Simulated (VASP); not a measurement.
Given:

```
CELL_PARAMETERS angstrom
      0.00000     2.06119     2.06119
      2.06119     0.00000     2.06119
      2.06119     2.06119     0.00000
ATOMIC_POSITIONS crystal
  Au 0.00000 0.00000 0.00000
```

Method: rev-vdW-DF2, VASP's PBE PAW potentials (set 64) (plane waves; VASP). Settings: 520 eV cut-off, Gaussian smearing of 0.050 eV, potentials Au.

Give the energies of bands 1 to 7 at the high-symmetry points, in eV from the Fermi level.

| band | Γ | X | U | L | W |
|---|---|---|---|---|---|
| 1 | -9.62 | -6.85 | -6.27 | -7.11 | -5.79 |
| 2 | -4.59 | -6.55 | -5.66 | -4.62 | -5.02 |
| 3 | -4.59 | -2.04 | -3.75 | -4.62 | -5.02 |
| 4 | -4.59 | -1.69 | -2.86 | -2.00 | -3.28 |
| 5 | -3.14 | -1.69 | -2.12 | -2.00 | -1.69 |
| 6 | -3.14 | 1.07 | 3.66 | -0.85 | 4.46 |
| 7 | 14.64 | 5.45 | 4.57 | 2.84 | 6.18 |

It has no gap at this level: it comes out as a metal or semimetal.

The compound is Au in the fcc structure. It was relaxed first.
